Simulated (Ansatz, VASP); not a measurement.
# TaIn17W3O36 (Ta_In) in two plane-wave programs, part 2 of 2

Aim: how closely do two programs agree when they are given the same cell, functional and k mesh? The cell is taken from a series of runs on this material, whose earlier steps may have relaxed, scaled, displaced or heated it; both programs get it as it stands.

VASP 6.6.1 and Ansatz 0.2.0.

So far: Set-up; VASP: single point, r2SCAN.

### Step 3. Ansatz: single point, r2SCAN

Level of this step: Ansatz beside VASP: Kohn-Sham DFT, plane waves, r2SCAN (Ansatz).

Ansatz runs on its default PAW (the set named soft_2) files.

The same cell, functional, mesh and smearing now go to Ansatz.

Contents of input.yaml:

```yaml
crystal:
  checkpoint: "../q0.relax.run"
  host: checkpoint
basis:
  ecutwfc: 500
  xc_grid: 2
hamiltonian:
  xc: r2scan
kpoints:
  mp_grid: { grid: [1, 1, 1], shift: [0.25, 0.25, 0.25] }
scf:
  occupations: { method: fermi_dirac, width: 0.01 }
  max_iter: 60
output:
  forces: true
  eigenvalues: true
  charged_corrections:
    epsilon: [5.58, 5.58, 5.24]
    static_epsilon: [50.41, 50.41, 19.21]
    defect_position: [0.633269, 0.549593, 0.689131]
  eigenstates: { localisation: true }
  populations: true
  band_densities: [{ bands: [v1, v1] }, { bands: [c1, c1] }]
  write_density: true
  write_potential: true
  volumetric_format: npy
checkpoint:
  write: "../q0.r2scan.run"
  compress: false
  write_wavefunctions: false
  write_every: 100000
```

Started as:

```
$ ansatz run input.yaml --threads 4 --pin off --max-ram 7536MiB --backend cpu --events-out ev --progress --plain --runs-dir out
```

Numbers of over 12 decimals in the logs are rounded to 6 here.

Log:

```text
crystal.checkpoint: the structure is that of <dir>, a `relax` run, at its step 18: its result, under pbesol at a charge of 0 e; 57 atoms read, 0 with a starting moment; this deck's functional is r2scan; no density is read with it (checkpoint.read); crystal.structure_sha256 for this input is
Engine: ansatz 0.2.0, aarch64-unknown-linux-gnu
Pseudopotentials: kind: paw
Pseudopotential: In, paw, valence charge 13, recommended cutoff 500 eV (meta_gga), In.paw.azcp
Pseudopotential: Ta, paw, valence charge 13, recommended cutoff 500 eV (meta_gga), Ta.paw.azcp
Pseudopotential: W, paw, valence charge 14, recommended cutoff 500 eV (meta_gga), W.paw.azcp
Pseudopotential: O, paw, valence charge 6, recommended cutoff 500 eV (meta_gga), O.paw.azcp
Functional definition: r2SCAN
  parameter k0 = 0.174
  parameter k1 = 0.065
  parameter a1 = 4.9479
  exchange = r2scan_x(k0 = k0, k1 = k1, a1 = a1)
  correlation = r2scan_c
Crystal: 57 atoms, lattice volume = 702.406 Å³
Basis set: ecut = 500 eV, 17847 PW (Γ), exchange–correlation on 144×144×144 points (8 copies of the dense FFT grid, shifted against one another)
Bands: 303, of which v1, the nominal top of the filled ones, is band 246 counted from 1 (245 counted from 0)
Symmetry: 1 space group operations
Space group: P1 (ITA 1), of the structure as read, at distance tolerance 8.9e-5 Å
k-points: 1
Non-local potential: In, projectors of the file, l = 0: 2, l = 1: 2, l = 2: 2, l = 3: 2
Non-local potential: Ta, projectors of the file, l = 0: 3, l = 1: 2, l = 2: 2, l = 3: 1
Non-local potential: W, projectors of the file, l = 0: 3, l = 1: 2, l = 2: 2, l = 3: 1
Non-local potential: O, projectors of the file, l = 0: 2, l = 1: 2, l = 2: 1
PAW form: soft (Blöchl's): semilocal exchange-correlation on the pseudo side does not see the compensation charge
PAW frozen core: In, regenerated for the run's functional (the file was generated under x = pbe(κ = 0.804, μ = 0.219515), c = pbe(β = 0.066725))
PAW frozen core: Ta, regenerated for the run's functional (the file was generated under x = pbe(κ = 0.804, μ = 0.219515), c = pbe(β = 0.066725))
PAW frozen core: W, regenerated for the run's functional (the file was generated under x = pbe(κ = 0.804, μ = 0.219515), c = pbe(β = 0.066725))
PAW frozen core: O, regenerated for the run's functional (the file was generated under x = pbe(κ = 0.804, μ = 0.219515), c = pbe(β = 0.066725))
PAW one-centre angular grid: In, 590 points (default); XC on 289 of its mesh's 2783 points in the sphere
PAW one-centre angular grid: Ta, 590 points (default); XC on 160 Gauss nodes
PAW one-centre angular grid: W, 590 points (default); XC on 160 Gauss nodes
PAW one-centre angular grid: O, 302 points (default); XC on 160 Gauss nodes
Initial density: superposition of atomic densities (neutral atoms: chi_scale 0, normalization atom), corrected by the library's trained network
Initial wavefunctions: pseudopotential atomic-orbital guess
Functional: x = r2scan, c = r2scan; τ floored in thin density (d = 2e-4 eV/Å³)
SCF iter   1: F=—  HF=-157023.889362 eV  |F-HF|=—  |Δ(HF+E_count)|=         —  Δρ=1.48e-2  dr2=2.42e0  dr2_τ=2.51e0  ethr=1.77e-3  ⟨swp⟩=6.0  Hψ=1231  notcnv=0
preconditioner: auto → Resta (q_TF=auto, 2.571 Å⁻¹)  ε∞=4.6  [insulator: Δε(μ)=0.640 eV  Ē_g=15.927 eV  σ=0.010 eV  W_gap=1.00  n_scr=198 (ndim 8)  ℏωp=30.0 eV  f_vac=0.033  D(μ)=0.00/eV (n_scr^D=0)  ε∞_Penn≈4.6]
SCF iter   2: F=—  HF=-157024.559111 eV  |F-HF|=—  |Δ(HF+E_count)|=   6.70e-1  Δρ=8.29e-3  dr2=5.50e-1  dr2_τ=9.58e-2  ethr=4.92e-4  ⟨swp⟩=3.0  Hψ=603  notcnv=0  defer=47
SCF iter   3: F=—  HF=-157024.545322 eV  |F-HF|=—  |Δ(HF+E_count)|=   1.38e-2  Δρ=6.20e-3  dr2=4.63e-1  dr2_τ=4.81e-2  ethr=1.12e-4  ⟨swp⟩=3.0  Hψ=382  notcnv=0  defer=47
SCF iter   4: F=—  HF=-157024.511810 eV  |F-HF|=—  |Δ(HF+E_count)|=   3.35e-2  Δρ=2.32e-3  dr2=7.29e-2  dr2_τ=8.49e-3  ethr=9.42e-5  ⟨swp⟩=3.0  Hψ=366  notcnv=0  defer=47
SCF iter   5: F=—  HF=-157024.506393 eV  |F-HF|=—  |Δ(HF+E_count)|=   5.42e-3  Δρ=7.90e-4  dr2=4.23e-3  dr2_τ=8.38e-4  ethr=1.48e-5  ⟨swp⟩=3.0  Hψ=376  notcnv=0  defer=47
SCF iter   6: F=—  HF=-157024.506593 eV  |F-HF|=—  |Δ(HF+E_count)|=   2.00e-4  Δρ=3.51e-4  dr2=1.06e-3  dr2_τ=1.54e-4  ethr=8.59e-7  ⟨swp⟩=2.0  Hψ=375  notcnv=0  defer=47
SCF iter   7: F=—  HF=-157024.506695 eV  |F-HF|=—  |Δ(HF+E_count)|=   1.02e-4  Δρ=1.71e-4  dr2=3.63e-4  dr2_τ=4.18e-5  ethr=2.15e-7  ⟨swp⟩=2.0  Hψ=365  notcnv=0  defer=47
SCF iter   8: F=—  HF=-157024.506701 eV  |F-HF|=—  |Δ(HF+E_count)|=   6.22e-6  Δρ=6.24e-5  dr2=3.59e-5  dr2_τ=4.25e-6  ethr=7.38e-8  ⟨swp⟩=2.0  Hψ=365  notcnv=0  defer=47
SCF iter   9: F=—  HF=-157024.507699 eV  |F-HF|=—  |Δ(HF+E_count)|=   9.98e-4  Δρ=2.81e-5  dr2=5.15e-6  dr2_τ=7.71e-7  ethr=7.29e-9  ⟨swp⟩=3.0  Hψ=545  notcnv=0  defer=47
[...]
SCF 1 converged in 11 iterations: F = -157024.507700 eV  dr2 = 7.45e-8
  greatest PAW one-centre occupation: 0.999 electrons in one spin orbital (limit 2), on the W atom at site 20 (counted from 0), in its partial waves of l = 0
SCF converged after 11 iterations
Free energy (F): -157024.507700 eV
Harris-Foulkes:  -157024.507700 eV  (|F-HF|=1.20e-8)
Internal energy: -157024.507700 eV  (E = F + TS)
E sigma→0 (E₀):  -157024.507700 eV
Entropy (-TS):   -0.000001 eV (-0.000 meV/atom)
Fermi energy:    12.298900 eV
--- Per-component energies (eV) ---
  E_band       = -1059.767307
  E_kinetic    = 12231.273656
  E_local      = -32212.135103  (includes V_loc(G=0)·N_el)
  E_nonlocal   = 8046.446124
  E_hartree    = 12180.717398
  E_xc         = -6976.010409
  E_vxc        = -6565.193244  (∫ρ·V_xc dr)
  E_paw        = -111208.083061  (= ΣΔE_a)
  E_vpaw       = -7332.089586  (= ΣTr[D̂ρ^β])
  E_aug_tail   = 0.037004  (compensation charges beyond the density's cutoff)
  E_vtau       = 410.452222  (kinetic-family band-sum trace: ∫τ·v_τ [+ j·A + Jᵃ·Aᵃ] dr)
  E_ewald      = -39099.497589
  E_core_change = 12.744280  (= ΣΔE_core)
  E_smearing   = -0.000001  (= −TS)
  E_closure    = -0.000000  (closes the sum)
  Σ components = -157024.507700   (vs F -157024.507700, Δ=0.00e0)
--- Forces (eV/Å), atoms counted from 1 ---
  atom   1  In     0.02618147     0.02186958    -0.01501015
  atom   2  In     0.04536180    -0.00967750     0.00838892
  atom   3  In    -0.00195172     0.00581828     0.01721761
  atom   4  In     0.03859250    -0.02809453    -0.02190377
  atom   5  Ta    -0.03196834    -0.03109854     0.05258295
  atom   6  In     0.02941639    -0.01965231     0.00635912
  atom   7  In    -0.03536081    -0.00236628     0.01022530
  atom   8  In    -0.02290637    -0.00495031    -0.04394337
  atom   9  In     0.01444591    -0.02396632     0.01038627
  atom  10  In    -0.03756800     0.00741707    -0.01058582
  atom  11  In    -0.01494820    -0.04852979     0.03813064
  atom  12  In    -0.01258589    -0.02582849    -0.00093920
  atom  13  In     0.00182442     0.03519524    -0.03143967
  atom  14  In    -0.02955523     0.02294837     0.03130269
  atom  15  In    -0.01825521     0.00810687    -0.02190083
  atom  16  In     0.06308020     0.00676584     0.03705775
  atom  17  In     0.02230912     0.01123337    -0.01486763
  atom  18  In    -0.02682447    -0.00256357     0.00430758
  atom  19  W     -0.01151813    -0.02776514    -0.07474569
  atom  20  W      0.13263517    -0.00783192     0.00548233
  atom  21  W      0.03062415    -0.06756734    -0.00787473
  atom  22  O     -0.01720513     0.00551125     0.01698798
  atom  23  O     -0.02283247     0.02073735     0.02716269
  atom  24  O      0.06686460     0.00814821     0.00806787
[...]
atom  50  O      0.00977279     0.08651975    -0.01301688
  atom  51  O     -0.01658744     0.03766182     0.01652245
  atom  52  O      0.02551700    -0.00090488     0.00062131
  atom  53  O      0.07509405     0.05620201     0.09733396
  atom  54  O     -0.03219850    -0.00216162    -0.02302077
  atom  55  O     -0.16781278     0.12427654     0.02670147
  atom  56  O     -0.00860282     0.06624568    -0.14613307
  atom  57  O     -0.02324376     0.05700260     0.01049027
  max |Σ_I F_I| component: 5.51e-3 eV/Å
--- Band table (eV) ---
  k-point 0: bands = [... 242 lower, 8.7214, 8.7808, 8.7956, 12.1617, 12.4364, 12.4699, 12.6293, 12.6575, ... 53 higher]
--- Löwdin populations: 57 sites ---
  site symbol       q [e]
     0     In     11.7330
     1     In     11.7591
     2     In     11.7569
     3     In     11.7330
     4     Ta     11.1217
     5     In     11.7350
     6     In     11.7417
     7     In     11.7351
     8     In     11.7543
     9     In     11.7532
    10     In     11.7278
    11     In     11.7371
    12     In     12.0458
    13     In     11.7419
    14     In     11.7312
    15     In     11.7301
    16     In     11.7267
    17     In     11.7395
    18      W     12.0298
    19      W     12.1176
    20      W     12.0276
    21      O      6.7872
    22      O      6.7829
    23      O      6.7518
[...]
49      O      6.7131
    50      O      6.7468
    51      O      6.7321
    52      O      6.7324
    53      O      6.7304
    54      O      6.7139
    55      O      6.6871
    56      O      6.7415
  spilling = 0.003636 (of n_electrons = 492.000000)
--- Band densities, each state counted as filled ---
  window                                       electrons  max residual (eV)  cut levels
  bands: [v1, v1]                               2.000000             2.8e-9           0
  bands: [c1, c1]                               2.000000             4.9e-5           0
```

### Step 4. Side by side

Known differences besides the potentials themselves: VASP keeps PBE cores, Ansatz makes them for the functional; the data sets hold 492 valence electrons in Ansatz (on its default PAW (the set named soft_2) files) and 466 in VASP; the cutoff is 500 eV in Ansatz and 580 eV in VASP (PREC = Accurate, projectors in real space). Total energies have different zeros and are not compared.

The two programs side by side:

```tsv
quantity	Ansatz	VASP	difference
gap on the k mesh (eV)	0.275	0.255	+0.020
```

Forces on 7 of the 57 atoms, those with the largest forces and the largest differences (eV/Å; atoms numbered as in POSCAR):

```tsv
atom	Ansatz x, y, z	VASP x, y, z
W20	0.133, -0.008, 0.005	0.280, -0.025, 0.036
O33	0.064, 0.023, -0.034	0.171, 0.059, -0.039
O43	-0.232, 0.025, 0.002	-0.432, 0.018, -0.058
O46	0.079, 0.005, -0.006	0.157, -0.084, -0.113
O47	0.031, -0.101, -0.090	0.090, -0.149, -0.126
O55	-0.168, 0.124, 0.027	-0.290, 0.220, 0.084
O56	-0.009, 0.066, -0.146	-0.053, 0.157, -0.102
```

The forces differ by 43 meV/Å r.m.s., which is 56.0 % of the r.m.s. force of 0.076 eV/Å (both taken over all components). A gap on the mesh is an upper bound, since the band edges may lie between its points; neither run holds spin-orbit coupling, which can move the band edges of a compound of W.

### Step 5. Results

| Property | Result |
| --- | --- |
| r.m.s. force difference (single point, r2SCAN) | 43 meV/Å |

**Reading.** The r.m.s. force difference is 43 meV/Å (single point, r2SCAN), beyond the 12 meV/Å picked in this series as the mark of a large difference. The data sets hold unlike numbers of valence electrons (492 in Ansatz and 466 in VASP), so part of the differences comes from the potentials. What causes the difference of the single point, r2SCAN pair stays open here. Such differences can come from data sets, numerical settings and the points named under the comparisons, not from the functional's error against experiment.

[Lines on the potential files, build, host, timing and source positions are cut from VASP's logs without a mark.]

[Logs are printed without paths, hosts, clocks, repeated set-up lines and the standing remarks that a program may print on its own settings, such as how far it seeks lower states.]

[Hosts, paths, dates, database ids (printed as entryN), source tags and the programs' standing remarks are cut or masked in the printed files.]
